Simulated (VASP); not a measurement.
```
CELL_PARAMETERS angstrom
      1.67052    -5.23856     0.00000
      1.67052     5.23856     0.00000
      0.00000     0.00000     4.33522
ATOMIC_POSITIONS crystal
  P  0.10310 0.89690 0.92217
  P  0.39690 0.60310 0.42217
  P  0.60310 0.39690 0.57783
  P  0.89690 0.10310 0.07783
```

Method: rev-vdW-DF2, VASP's PBE PAW potentials (set 64) (plane waves; VASP). Settings: 520 eV cut-off, Gaussian smearing of 0.050 eV, potentials P.

Q: Give the energies of bands 4 to 13 at the high-symmetry points, in eV from the Fermi level.

A: 
```csv
band,Γ,Y,C0,Z,A0,T,S,R
4,-6.98,-5.78,-9.18,-8.79,-10.24,-9.64,-10.06,-10.32
5,-4.94,-5.64,-5.39,-4.86,-6.39,-3.22,-5.17,-5.65
6,-4.70,-5.51,-4.92,-4.86,-6.39,-3.22,-5.17,-5.65
7,-4.05,-4.25,-3.65,-3.16,-4.71,-2.58,-3.31,-5.62
8,-2.89,-2.28,-3.34,-3.16,-4.71,-2.58,-3.31,-5.62
9,-2.63,-1.74,-2.81,-1.22,-2.03,-1.57,-2.70,-2.05
10,-1.41,-0.20,-2.29,-1.22,-2.03,-1.57,-2.70,-2.05
11,0.80,0.23,0.68,1.34,1.90,1.32,0.78,1.62
12,1.15,0.69,0.83,1.34,1.90,1.32,0.78,1.62
13,1.85,2.22,0.90,2.38,3.81,2.45,1.07,4.05
```

It has no gap at this level: it comes out as a metal or semimetal.

Measured: gap 0.35 eV (computed value off by -0.35 eV), as given by Das et al., (2018), arXiv:1807.05623.

The compound is P in the black structure. It was relaxed first.
